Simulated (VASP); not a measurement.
Crystal: ScIn3N2.

```
Sc In N
1.0
     4.38104    0.00000    0.00000
     0.00000    4.38104    0.00000
     0.00000    0.00000    6.85895
Sc In N
1 3 2
Direct
  0.50000 0.50000 0.70083
  0.50000 0.50000 0.23405
  0.00000 0.50000 0.39410
  0.50000 0.00000 0.39410
  0.00000 0.50000 0.09313
  0.50000 0.00000 0.09313
```

The cell was built by a generator and needn't be a form met in nature.

* Program: VASP 6.6.1
* Task: relaxation of cell and atoms
* Functional: PBE
* Potentials or basis: VASP PAW PBE potentials, release 64 (Sc_sv, In_d, N)
* Cutoff: 520 eV
* k mesh: 3 × 3 × 2
* Occupations: gaussian, width 0.15 eV
* Spin: no spin polarisation

At the start: pressure 15.1 GPa; volume 21.94 Å³/atom.

Question: How do energy, volume and symmetry change on relaxing?

Answer: Over 13 steps the energy falls by 740.7 meV/atom and the volume is 22.55 Å³/atom (+2.8 %); space group P4mm (No. 99, to 0.05 Å).

The path:
```csv
step,energy change (eV),largest force (eV/Å),pressure (GPa),volume (Å³)
1,0.0000,8.7061,15.12,131.65
2,-2.6981,1.6107,-8.65,174.83
3,-3.0579,2.9765,-5.40,159.97
4,-4.0178,1.7563,-2.26,146.90
5,-4.1251,0.8586,0.08,140.90
6,-4.3270,0.3580,0.12,136.54
7,-4.3300,0.5464,-0.01,136.12
8,-4.4141,0.4092,-0.26,135.91
9,-4.4190,0.4948,-0.38,135.80
10,-4.4192,0.4841,-0.37,135.82
11,-4.4392,0.2355,0.18,134.65
12,-4.4404,0.2026,0.37,134.39
13,-4.4441,0.0735,-0.10,135.32
```

Final structure:
```
Sc In N
1.0
     4.47699    0.00000    0.00000
     0.00000    4.47699    0.00000
     0.00000    0.00000    6.75132
Sc In N
1 3 2
Direct
  0.50000 0.50000 0.72451
  0.50000 0.50000 0.13249
  0.00000 0.50000 0.43159
  0.50000 0.00000 0.43159
  0.00000 0.50000 0.09457
  0.50000 0.00000 0.09457
```

Caveat: the k mesh is coarse (spacing up to 0.48 Å⁻¹), so the values aren't converged; the relaxation stopped at a loose force limit of 0.08 eV/Å, so its end isn't a converged minimum.
